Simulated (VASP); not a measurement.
A run of VASP 6.6.1 is set up as follows.

The input INCAR:

```
  PREC = Accurate
  ENCUT = 600
  EDIFF = 1E-6
  ISMEAR = -1
  SIGMA = 0.05
  LREAL = F
  LASPH = T
  NELM = 100
  ALGO = Normal
  ISIF = 3
  LWAVE = F
  LCHARG = F
  GGA = PE
  IBRION = 2
  NSW = 40
  EDIFFG = -0.02
```

The input KPOINTS:

```
regular mesh
0
Gamma
  18 18 14
```

File POSCAR:

```
MgB2
1.0
    3.0850000000      0.0000000000      0.0000000000
   -1.5425000000      2.6716883707      0.0000000000
    0.0000000000      0.0000000000      3.5230000000
Mg B
1 2
Direct
    0.0000000000      0.0000000000      0.0000000000
    0.3333333333      0.6666666667      0.5000000000
    0.6666666667      0.3333333333      0.5000000000
```

Potentials or basis: VASP PAW PBE potentials, release 64 (Mg, B).

Run with:

```console
$ cat potpaw_PBE.64/Mg/POTCAR potpaw_PBE.64/B/POTCAR > POTCAR
$ mpirun -np 1 vasp_std > vasp.out
```

Question: Predict the relaxed volume.

Answer: 9.60 Å³/atom.

Question: Estimate the relaxed cell.

Answer: a = 3.074 Å, b = 3.074 Å, c = 3.520 Å, α = 90.00°, β = 90.00°, γ = 120.00°.

Question: Predict the space group after relaxing (to 0.05 Å).

Answer: P6/mmm (No. 191).

Final structure:
```
Mg B
1.0
     3.07422    0.00000    0.00000
    -1.53711    2.66235    0.00000
     0.00000    0.00000    3.51959
Mg B
1 2
Direct
  0.00000 0.00000 0.00000
  0.33333 0.66667 0.50000
  0.66667 0.33333 0.50000
```
